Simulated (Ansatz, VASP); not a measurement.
# Cross-check of Se (Selenium) between VASP and Ansatz

One calculation is typed for both programs; each brings its own data sets. How far apart do they land? The cell is taken from a series of runs on this material, whose earlier steps may have relaxed, scaled, displaced or heated it; both programs get it as it stands.

Method: plane waves, with VASP 6.6.1 beside it; relaxation of cell and atoms at PBE, in Ansatz 0.2.0.

### 1. The structure

The structure is trigonal, space group P3_121 (No. 152). Conventional cell: a = 4.522 Å, b = 4.522 Å, c = 5.045 Å, α = 90.00°, β = 90.00°, γ = 120.00°. Se has 2 Se at 2.40 Å nearest.

### 2. VASP: relaxation of cell and atoms, PBE

The relaxed volume is the usual yardstick between codes: in a stiff, nearly cubic crystal its relative difference is about their pressure difference at one cell divided by the bulk modulus.

Lines of VASP's logs that name or quote its potential files are left out, and so is its time.

The input, INCAR:

```
SYSTEM = Se
PREC = Accurate
ENCUT = 500
EDIFF = 1E-07
NELM = 120
ISMEAR = 0
SIGMA = 0.02
LREAL = .FALSE.
ALGO = Normal
GGA = PE
NBANDS = 15
LORBIT = 11
LWAVE = .FALSE.
LCHARG = .FALSE.
ISIF = 3
IBRION = 2
NSW = 80
EDIFFG = -0.005
LASPH = .TRUE.
GGA_COMPAT = .FALSE.
NELMIN = 4
EFERMI = MIDGAP
```

The input, POSCAR:

```
Se
1.0
    4.5224120000      0.0000000000      0.0000000000
   -2.2612060000      3.9165240000      0.0000000000
    0.0000000000      0.0000000000      5.0447140000
Se
3
Direct
    0.2187657825      0.0000000000      0.3333332673
    0.0000000547      0.2187656708      0.6666665345
    0.7812343839      0.7812343292      0.0000000000
```

The input, KPOINTS:

```
Automatic mesh
0
Gamma
9 9 6
0 0 0
```

Potentials, in the order of the species: Se (PBE family, release 64).

Launch:

```bash
$ mpirun -np 1 vasp_std
```

Numbers of over 12 decimals in the logs are rounded to 6 here.

Log:

```text
[banner, memory and clock lines left out]
running    1 mpi-ranks, on    1 nodes
 distrk:  each k-point on    1 cores,    1 groups
 distr:  one band on    1 cores,    1 groups

 POSCAR found type information on POSCAR Se
 POSCAR found :  1 types and       3 ions
 LDA part: xc-table for (Slater+PW92), standard interpolation
 POSCAR, INCAR and KPOINTS ok, starting setup
 FFT: planning ... GRIDC
 FFT: planning ... GRID_SOFT
 FFT: planning ... GRID
 WAVECAR not read
 entering main loop
       N       E                     dE             d eps       ncg     rms          rms(c)
DAV:   1     0.838859394006E+02    0.83886E+02   -0.69857E+03  1860   0.954E+02
DAV:   2    -0.474594491302E+01   -0.88632E+02   -0.84408E+02  2506   0.158E+02
DAV:   3    -0.105499180287E+02   -0.58040E+01   -0.57804E+01  2168   0.467E+01
DAV:   4    -0.105974402408E+02   -0.47522E-01   -0.47505E-01  2518   0.501E+00
DAV:   5    -0.105978207383E+02   -0.38050E-03   -0.38047E-03  2301   0.447E-01    0.646E+00
DAV:   6    -0.105335478662E+02    0.64273E-01   -0.38953E-02  2287   0.128E+00    0.399E+00
DAV:   7    -0.105110717523E+02    0.22476E-01   -0.78889E-02  2217   0.180E+00    0.201E-01
DAV:   8    -0.105104937976E+02    0.57795E-03   -0.93298E-03  2147   0.610E-01    0.982E-02
DAV:   9    -0.105106262606E+02   -0.13246E-03   -0.29569E-04  2609   0.118E-01    0.316E-02
DAV:  10    -0.105106724972E+02   -0.46237E-04   -0.60921E-05  2210   0.540E-02    0.782E-03
DAV:  11    -0.105106761383E+02   -0.36410E-05   -0.96155E-06  2567   0.188E-02    0.396E-03
DAV:  12    -0.105106760039E+02    0.13440E-06   -0.19877E-06  2406   0.922E-03    0.202E-03
DAV:  13    -0.105106759927E+02    0.11167E-07   -0.34228E-07  2560   0.340E-03
   1 F= -.10510676E+02 E0= -.10510676E+02  d E =-.105107E+02
 curvature:   0.00 expect dE= 0.000E+00 dE for cont linesearch  0.000E+00
 trial: gam= 0.00000 g(F)=  0.104E-03 g(S)=  0.158E-03 ort = 0.000E+00 (trialstep = 0.100E+01)
 search vector abs. value=  0.262E-03
 bond charge predicted
       N       E                     dE             d eps       ncg     rms          rms(c)
DAV:   1    -0.105109791045E+02   -0.30310E-03   -0.12122E-02  1860   0.620E-01    0.967E-02
DAV:   2    -0.105107692539E+02    0.20985E-03   -0.54486E-04  2462   0.140E-01    0.570E-02
DAV:   3    -0.105106792324E+02    0.90022E-04   -0.23296E-04  2014   0.768E-02    0.105E-02
DAV:   4    -0.105106789677E+02    0.26474E-06   -0.29370E-06  2441   0.112E-02    0.688E-03
DAV:   5    -0.105106786604E+02    0.30730E-06   -0.70222E-07  2301   0.545E-03    0.118E-03
DAV:   6    -0.105106786919E+02   -0.31548E-07   -0.46534E-08  1469   0.149E-03
   2 F= -.10510679E+02 E0= -.10510679E+02  d E =-.269925E-05
 trial-energy change:   -0.000003  1 .order   -0.000010   -0.000262    0.000242
 step:   0.4981(harm=  0.5199)  dis= 0.00064  next Energy=   -10.510740 (dE=-0.643E-04)
 bond charge predicted
       N       E                     dE             d eps       ncg     rms          rms(c)
DAV:   1    -0.105108108378E+02   -0.13218E-03   -0.30531E-03  1874   0.311E-01    0.487E-02
DAV:   2    -0.105107595611E+02    0.51277E-04   -0.13668E-04  2455   0.704E-02    0.286E-02
DAV:   3    -0.105107398720E+02    0.19689E-04   -0.58877E-05  1972   0.386E-02    0.531E-03
DAV:   4    -0.105107401139E+02   -0.24191E-06   -0.74028E-07  2476   0.562E-03    0.349E-03
DAV:   5    -0.105107403202E+02   -0.20626E-06   -0.16258E-07  1707   0.271E-03    0.480E-04
DAV:   6    -0.105107403182E+02    0.19382E-08   -0.17568E-08  1147   0.980E-04
   3 F= -.10510740E+02 E0= -.10510740E+02  d E =-.643256E-04
 curvature:  -0.26 expect dE=-0.509E-06 dE for cont linesearch -0.110E-06
 trial: gam=-0.03285 g(F)=  0.152E-05 g(S)=  0.443E-06 ort = 0.106E-04 (trialstep = 0.900E+00)
 search vector abs. value=  0.155E-05
 reached required accuracy - stopping structural energy minimisation
```

From OUTCAR (step 2):

```text
ion  position               nearest neighbor table
   1  0.219  0.000  0.333-   2 2.40   3 2.40
   2  0.000  0.219  0.667-   1 2.40   3 2.40
   3  0.781  0.781  0.000-   1 2.40   2 2.40

  LATTYP: Found a hexagonal cell.
 ALAT       =     4.5224120000
 C/A-ratio  =     1.1154919101

 Subroutine GETGRP returns: Found  6 space group operations
 (whereof  2 operations were pure point group operations)

The static configuration has the point symmetry C_2 .
 The point group associated with its full space group is D_3 .

 Found     62 irreducible k-points:

   k-points           NKPTS =     62   k-points in BZ     NKDIM =     62   number of bands    NBANDS=     15

   dimension x,y,z NGX =    36 NGY =   36 NGZ =   40
   dimension x,y,z NGXF=    72 NGYF=   72 NGZF=   80

   ENCUT  =  500.0 eV  36.75 Ry    6.06 a.u.   8.25  8.25  9.20*2*pi/ulx,y,z

   NELECT =      18.0000    total number of electrons

 k-points in reciprocal lattice and weights: Automatic mesh
   0.00000000  0.00000000  0.00000000       0.002
   0.11111111  0.00000000  0.00000000       0.012
   0.22222222 -0.00000000  0.00000000       0.012
   0.33333333 -0.00000000  0.00000000       0.012
   0.44444444 -0.00000000  0.00000000       0.012
   0.11111111  0.11111111  0.00000000       0.012
   0.22222222  0.11111111  0.00000000       0.025
   0.33333333  0.11111111  0.00000000       0.025
   0.44444444  0.11111111  0.00000000       0.012
[...]
0.33333333  0.22222222  0.50000000       0.025
   0.33333333  0.33333333  0.50000000       0.004

 average (electrostatic) potential at core
       1 -56.8467       2 -56.8467       3 -56.8467

 E-fermi :   2.3241

 k-point     1 :       0.0000    0.0000    0.0000
  band No.  band energies     occupation
    ...
      5      -1.8969      2.00000
      6      -1.5939      2.00000
      7      -0.0226      2.00000
      8      -0.0226      2.00000
      9       1.5100      2.00000
     10       3.7468      0.00000
     11       3.7468      0.00000
     12       4.1176      0.00000
     13       7.7069      0.00000
     14       8.4760      0.00000
    ...

 k-point     2 :       0.1111    0.0000    0.0000
  band No.  band energies     occupation
    ...
      5      -2.0149      2.00000
      6      -1.5025      2.00000
      7      -0.0269      2.00000
      8       0.1420      2.00000
      9       1.4311      2.00000
     10       3.6956      0.00000
     11       3.7477      0.00000
     12       4.2315      0.00000
     13       7.7963      0.00000
     14       8.4304      0.00000
    ...

 k-point     3 :       0.2222   -0.0000    0.0000
  band No.  band energies     occupation
    ...
      5      -2.2358      2.00000
      6      -1.4564      2.00000
      7      -0.0622      2.00000
      8       0.2618      2.00000
      9       1.2233      2.00000
     10       3.7599      0.00000
     11       3.8196      0.00000
     12       4.5423      0.00000
     13       7.9939      0.00000
     14       8.1600      0.00000
    ...

  Total        0.0019528      0.0019528     -0.0044664      0.0000000      0.0000000      0.0000000
  in kB        0.0349689      0.0349689     -0.0799779      0.0000000      0.0000000      0.0000000
  external PRESSURE =      -0.0033467 kB  Pullay stress =       0.0000000 kB

  energy-cutoff  :      500.00
  volume of cell :       89.47
      direct lattice vectors                 reciprocal lattice vectors
     4.524193047  0.000000000  0.000000000     0.221033893  0.127613967  0.000000000
    -2.262096524  3.918066432 -0.000000000    -0.000000000  0.255227934  0.000000000
    -0.000000000 -0.000000000  5.047568833    -0.000000000  0.000000000  0.198115178

 POSITION                                       TOTAL-FORCE (eV/Angst)
 -----------------------------------------------------------------------------------
     -1.27171      3.91807      1.68252         0.003238     -0.000000      0.000000
     -0.49519      0.85770      3.36505        -0.001619      0.002804      0.000000
      1.76691      3.06037      0.00000        -0.001619     -0.002804     -0.000000
 -----------------------------------------------------------------------------------
    total drift:                               -0.000171      0.000134      0.000342

  FREE ENERGIE OF THE ION-ELECTRON SYSTEM (eV)
  ---------------------------------------------------
  free  energy   TOTEN  =       -10.5107403182 eV

  energy  without entropy=      -10.5107403182  energy(sigma->0) =      -10.51074032

 reached required accuracy - stopping structural energy minimisation

 total charge
# of ion       s       p       d       tot
------------------------------------------
    1        1.510   2.167   0.051   3.728
    2        1.510   2.167   0.051   3.728
    3        1.510   2.167   0.051   3.728
--------------------------------------------------
tot          4.529   6.501   0.153  11.183

[... 3 further parts left out ...]
```

CONTCAR:

```
Se
   1.00000000000000
     4.5241930471656895    0.0000000000000000    0.0000000000000000
    -2.2620965235828447    3.9180664324708134   -0.0000000000000000
    -0.0000000000000000   -0.0000000000000000    5.0475688327143313
  Se
     3
Direct
     0.2189081057824499    1.0000000000000000    0.3333332672999987
     0.0000000547000120    0.2189079940824717    0.6666665345000027
     0.7810920606175404    0.7810920059175284    0.0000000000000000
```

The run keeps the 6 symmetry operations of its start, so it cannot find a distortion of lower symmetry.

### 3. Ansatz: relaxation of cell and atoms, PBE

Ansatz runs on its default PAW (the set named soft_2) files.

The same cell, functional, mesh and smearing now go to Ansatz, which takes its cutoff from its data sets.

The input, input.yaml:

```yaml
crystal:
  lattice:
    - [4.5224123658, 0.0, 0.0]
    - [-2.2612061829, 3.9165239952, 0.0]
    - [0.0, 0.0, 5.0447135253]
  atoms:
    - { symbol: Se, position: [0.2187656586, 0.0, 0.3333333333] }
    - { symbol: Se, position: [0.0, 0.2187656586, 0.6666666667] }
    - { symbol: Se, position: [0.7812343414, 0.7812343414, 0.0] }
kpoints:
  mp_grid: { grid: [9, 9, 6] }
hamiltonian:
  xc: pbe
scf:
  occupations: { method: gaussian, width: 0.02 }
output:
  forces: true
  stress: true
  eigenvalues: true
  write_density: true
  write_potential: true
  elf: true
  volumetric_format: npy
relax:
  adjacent_minimum: "off"
  f_tol: 0.005
  max_steps: 80
  cell: { stress_tol: 0.05 }
```

Launch:

```bash
$ ansatz run input.yaml --threads 2 --pin off --max-ram 5120MiB --backend cpu --events-out ev --progress --plain --runs-dir out
```

Log:

```text
Engine: ansatz 0.2.0, x86_64-unknown-linux-gnu
Pseudopotentials: kind: paw
Pseudopotential: Se, paw, valence charge 16, recommended cutoff 420 eV (normal), Se.paw.azcp
Functional definition: PBE
  parameter kappa = 0.804
  parameter beta = 0.066725
  exchange = pbe_x(kappa = kappa, mu = beta*pi^2/3)
  correlation = pbe_c(beta = beta)
Crystal: 3 atoms, lattice volume = 89.353 Å³
Basis set: ecut = 420 eV, 1787 PW (Γ), exchange–correlation on 64×64×72 points (8 copies of the dense FFT grid, shifted against one another)
Bands: 29, of which v1, the nominal top of the filled ones, is band 24 counted from 1 (23 counted from 0)
Symmetry: 6 space group operations
Space group: P3121 (ITA 152), of the structure as read, at distance tolerance 4.5e-5 Å
k-points: 62 of 486 (time reversal used)
Non-local potential: Se, projectors of the file, l = 0: 2, l = 1: 2, l = 2: 3, l = 3: 1
PAW form: soft (Blöchl's): semilocal exchange-correlation on the pseudo side does not see the compensation charge
PAW one-centre angular grid: Se, 590 points (default); XC on 64 Gauss nodes
Initial density: superposition of atomic densities (neutral atoms: chi_scale 0, normalization atom), corrected by the library's trained network
Initial wavefunctions: pseudopotential atomic-orbital guess
Functional: x = pbe(κ = 0.804, μ = 0.219515), c = pbe(β = 0.066725)
SCF iter   1: F=—  HF=-16407.236435 eV  |F-HF|=—  |Δ(HF+E_count)|=         —  Δρ=1.06e-3  dr2=5.68e-4  ethr=1.77e-3  ⟨swp⟩=6.3  Hψ=7861  notcnv=0
preconditioner: auto → Resta (q_TF=auto, 2.460 Å⁻¹)  ε∞=3.7  [insulator: Δε(μ)=1.030 eV  Ē_g=10.224 eV  σ=0.020 eV  W_gap=1.00  n_scr=20 (ndim 8)  ℏωp=16.7 eV  f_vac=0.133  D(μ)=0.00/eV (n_scr^D=0)  ε∞_Penn≈3.7]
SCF iter   2: F=—  HF=-16407.237161 eV  |F-HF|=—  |Δ(HF+E_count)|=   7.26e-4  Δρ=6.65e-4  dr2=2.38e-4  ethr=1.18e-6  ⟨swp⟩=2.0  Hψ=4031  notcnv=0  defer=62
SCF iter   3: F=—  HF=-16407.237504 eV  |F-HF|=—  |Δ(HF+E_count)|=   3.43e-4  Δρ=2.83e-4  dr2=4.69e-5  ethr=4.96e-7  ⟨swp⟩=3.0  Hψ=3464  notcnv=0  defer=62
SCF iter   4: F=—  HF=-16407.237596 eV  |F-HF|=—  |Δ(HF+E_count)|=   9.17e-5  Δρ=5.74e-5  dr2=2.54e-6  ethr=9.77e-8  ⟨swp⟩=2.0  Hψ=2518  notcnv=0  defer=62
SCF iter   5: F=—  HF=-16407.237598 eV  |F-HF|=—  |Δ(HF+E_count)|=   2.03e-6  Δρ=1.18e-5  dr2=1.80e-7  ethr=5.29e-9  ⟨swp⟩=2.0  Hψ=3224  notcnv=0  defer=62
SCF iter   6: F=-16407.237598 eV  HF=-16407.237598 eV  |F-HF|=1.39e-8  |Δ(HF+E_count)|=   2.58e-7  Δρ=2.89e-6  dr2=9.53e-9  ethr=2.08e-10  ⟨swp⟩=11.3  Hψ=13770  notcnv=0
SCF 1 converged in 6 iterations: F = -16407.237598 eV  dr2 = 9.53e-9
  Residual-converged pass: ⟨swp⟩=1.0  Hψ=2048  notcnv=0  max |occ|·‖R‖ = 7.0e-9 eV (tolerance 1.0e-8 eV)  dr2=9.53e-9  dr2_onsite=3.59e-9  max |Δocc| = 4.1e-304
  greatest PAW one-centre occupation: 1.000 electrons in one spin orbital (limit 2), on the Se atom at site 2 (counted from 0), in its partial waves of l = 2
relax step   1: F+E_penalty+E_count = -16407.23759792 eV  Δ(F+E_penalty+E_count) = +0.000e0 eV  max|allowed force component| = 5.253e-5 eV/Å  Δτ_max = 0.0000 Å  P = +0.006 GPa  Ω = 89.353 Å³  (6 SCF iters, dr2 threshold 1.00e-7 eV, accepted)
Initial density: handed on by an earlier stage of this run
Initial wavefunctions: pseudopotential atomic-orbital guess (no wavefunctions were taken with the density)
iter 1 solved again at ethr=2.59e-7 eV; its pass at ethr=3.10e-3 eV (dr2=1.24e-4 eV) is discarded
SCF iter   1: F=—  HF=-16407.237619 eV  |F-HF|=—  |Δ(HF+E_count)|=         —  Δρ=2.96e-6  dr2=9.63e-9  ethr=2.59e-7  ⟨swp⟩=2.6  Hψ=11635  notcnv=0
eigensolver tolerance schedule: the retry pair's looser diagonalisation over-reported the residual by 12922.54 of it (diagonalisation noise at an unbounded share of the residual, at the tolerance the schedule requests for it); recorded, not acted on — ethr = c·dr2/N_el stays at c = 1.0e-1
preconditioner: auto → Resta (q_TF=auto, 2.460 Å⁻¹)  ε∞=3.7  [insulator: Δε(μ)=1.039 eV  Ē_g=10.218 eV  σ=0.020 eV  W_gap=1.00  n_scr=20 (ndim 8)  ℏωp=16.7 eV  f_vac=0.133  D(μ)=0.00/eV (n_scr^D=0)  ε∞_Penn≈3.7]
SCF iter   2: F=—  HF=-16407.237598 eV  |F-HF|=—  |Δ(HF+E_count)|=   2.07e-5  Δρ=2.12e-6  dr2=5.36e-9  ethr=2.01e-11  ⟨swp⟩=3.0  Hψ=4477  notcnv=0
SCF iter   3: F=—  HF=-16407.237598 eV  |F-HF|=—  |Δ(HF+E_count)|=   6.50e-9  Δρ=1.11e-6  dr2=1.47e-9  ethr=1.12e-11  ⟨swp⟩=2.3  Hψ=3240  notcnv=0
SCF iter   4: F=—  HF=-16407.237598 eV  |F-HF|=—  |Δ(HF+E_count)|=   3.07e-9  Δρ=3.60e-7  dr2=1.65e-10  ethr=3.07e-12  ⟨swp⟩=2.0  Hψ=3286  notcnv=0
SCF iter   5: F=—  HF=-16407.237598 eV  |F-HF|=—  |Δ(HF+E_count)|=  1.60e-10  Δρ=1.98e-7  dr2=3.52e-11  ethr=1.00e-12  ⟨swp⟩=2.0  Hψ=3286  notcnv=0
SCF iter   6: F=-16407.237598 eV  HF=-16407.237598 eV  |F-HF|=7.28e-12  |Δ(HF+E_count)|=  3.64e-12  Δρ=8.32e-8  dr2=6.77e-12  ethr=1.00e-12  ⟨swp⟩=5.0  Hψ=7994  notcnv=0
SCF 2 converged in 6 iterations: F = -16407.237598 eV  dr2 = 6.77e-12
  greatest PAW one-centre occupation: 1.000 electrons in one spin orbital (limit 2), on the Se atom at site 0 (counted from 0), in its partial waves of l = 2
relax step   2: F+E_penalty+E_count = -16407.23759793 eV  Δ(F+E_penalty+E_count) = -4.788e-9 eV  max|allowed force component| = 6.917e-5 eV/Å  Δτ_max = 0.0000 Å  P = +0.006 GPa  Ω = 89.353 Å³  stress off target by 8.98e-3 GPa  SCF on the basis re-selected at this cell (its energy is not comparable with the rows above)  (6 SCF iters)
basis re-selected at this cell: Δ(F+E_penalty+E_count) = -4.788e-9 eV, ΔP = -0.000 GPa vs the last step (what re-selecting the basis moved, of the pressure what is left beyond the Pulay correction that the steps carried, after the strain that the cell walked since its last selection, with what the two solves' SCF thresholds leave and, on support functions, any second-order correction that the steps lacked; it is no m [...]
SCF converged after 6 iterations
Free energy (F): -16407.237598 eV
Harris-Foulkes:  -16407.237598 eV  (|F-HF|=7.28e-12)
Internal energy: -16407.237598 eV  (E = F + TS)
E sigma→0 (E₀):  -16407.237598 eV
Fermi energy:    6.197022 eV
--- Per-component energies (eV) ---
  E_band       = -1274.257988
  E_kinetic    = 350.219889
  E_local      = -8060.103237  (includes V_loc(G=0)·N_el)
  E_nonlocal   = -1783.254916
  E_hartree    = 3928.707275
  E_xc         = -310.046887
  E_vxc        = -290.922449  (∫ρ·V_xc dr)
  E_paw        = -5736.079163  (= ΣΔE_a)
  E_vpaw       = 652.389862  (= ΣTr[D̂ρ^β])
  E_aug_tail   = -0.001784  (compensation charges beyond the density's cutoff)
  E_ewald      = -4796.678775
  E_smearing   = -0.000000  (= −TS)
  E_closure    = 0.000000  (closes the sum)
  Σ components = -16407.237598   (vs F -16407.237598, Δ=0.00e0)
--- Forces (eV/Å), atoms counted from 1 ---
  atom   1  Se    -0.00006917    -0.00000000     0.00000000
  atom   2  Se     0.00003458    -0.00005990     0.00000000
  atom   3  Se     0.00003458     0.00005990     0.00000000
  max |Σ_I F_I| component: 4.31e-17 eV/Å
--- Stress (GPa, compression-positive) ---
        0.008978       0.000000       0.000000
        0.000000       0.008978      -0.000000
        0.000000      -0.000000      -0.000080
  P = ⅓ Tr σ = 0.0060 GPa (0.060 kbar)
--- Band table (eV; the first three rows and the last of 62) ---
  k-point 0: bands = [... 20 lower, 2.2658, 3.8435, 3.8435, 5.3793, 7.6220, 7.6220, 7.9844, 11.5735, ... 1 higher]
  k-point 1: bands = [... 20 lower, 2.3179, 3.9017, 4.0801, 5.1825, 7.4286, 7.4528, 7.7534, 12.1739, ... 1 higher]
  k-point 2: bands = [... 20 lower, 2.4263, 4.1094, 4.5062, 4.7520, 7.1266, 7.1591, 7.3456, 12.4297, ... 1 higher]
  k-point 61: bands = [... 20 lower, 1.2103, 4.8198, 5.4679, 5.4679, 6.7163, 8.4246, 8.4246, 12.3511, ... 1 higher]
--- Relaxed structure (1 steps of the walk, 1 accepted, 1 SCFs on fresh bases) ---
  F+E_penalty+E_count = -16407.23759793 eV   max|allowed force component| = 6.917e-5 eV/Å   (the final SCF, on the basis selected at the relaxed cell)
  cell:  # Å, volume = 89.3527 Å³
    - [4.522412, 0.0, 0.0]
    - [-2.261206, 3.916524, 0.0]
    - [0.0, 0.0, 5.0447135253]
  atoms:
    - { symbol: Se, position: [0.2187656586, 0.0, 0.333333] }
    - { symbol: Se, position: [0.0, 0.2187656586, 0.666667] }
    - { symbol: Se, position: [0.781234, 0.781234, 0.0] }
```

The column dr2 measures how far the density is from self-consistency, as an energy; F and HF (Harris–Foulkes) agree once it is small.

### 4. Side by side

Known differences besides the potentials themselves: the data sets hold 48 valence electrons in Ansatz (on its default PAW (the set named soft_2) files) and 18 in VASP; the cutoff is 420 eV in Ansatz and 500 eV in VASP; Ansatz adds a Pulay correction to the stress that steers its cell, VASP none. Total energies have different zeros and are not compared.

The two programs side by side:

```tsv
quantity	Ansatz	VASP	difference
volume (Å³)	89.35	89.47	-0.14 %
edge a after relaxation, in the typed setting (Å)	4.522	4.524	-0.04 %
edge c after relaxation, in the typed setting (Å)	5.045	5.048	-0.06 %
```

### 5. What came out

| Quantity | Value |
| --- | --- |
| difference in volume (relaxation of cell and atoms, PBE) | -0.14 % |

What this shows: The difference in volume is -0.14 % (relaxation of cell and atoms, PBE), within the 1.2 % picked in this series as the mark of a large difference, as far as the stopping tolerances let one tell. The data sets hold unlike numbers of valence electrons (48 in Ansatz and 18 in VASP), so part of the differences comes from the potentials. Such differences can come from data sets, numerical settings and the points named under the comparisons, not from the functional's error against experiment.

[Lines on the potential files, build, host, timing and source positions are cut from VASP's logs without a mark.]

[Logs are printed without paths, hosts, clocks, repeated set-up lines and the standing remarks that a program may print on its own settings, such as how far it seeks lower states.]

[Hosts, paths, dates, database ids (printed as entryN), source tags and the programs' standing remarks are cut or masked in the printed files.]
